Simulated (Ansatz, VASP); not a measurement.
# One calculation of IrC, two programs

```
Ir C
1.0
     3.23402    0.00000    0.00000
    -1.61701    2.80074    0.00000
     0.00000    0.00000    5.48490
Ir C
2 2
Direct
  0.33333 0.66667 0.00381
  0.66667 0.33333 0.50381
  0.33333 0.66667 0.37219
  0.66667 0.33333 0.87219
```

Alike in both runs: functional PBE; k mesh 12 × 12 × 6; occupations fermi-dirac, width 0.05 eV; no spin polarisation.

Ansatz relaxed the structure, and its values are those at the end. VASP's run is a single point on that final structure, the one shown.

|  | VASP | Ansatz |
| --- | --- | --- |
| version | VASP 6.6.1 | Ansatz 0.2.0 |
| potentials or method | VASP PAW PBE potentials, release 64 (Ir, C) | PAW with Ansatz's default frozen-core files, scalar-relativistic |
| plane-wave cutoff (eV) | 520 | 420 |
| valence electrons in the cell | 26 | 42 |

Ansatz gave:

- pressure (GPa): 0.0
- rms of the force components (eV/Å): 0.000

Task: What did VASP give for the same quantities?

Result: Pressure (GPa): 1.9; rms of the force components (eV/Å): 0.006.

The two sets of potentials don't hold the same shells in valence.

Spin-orbit coupling is left out, which matters for the levels of Ir.
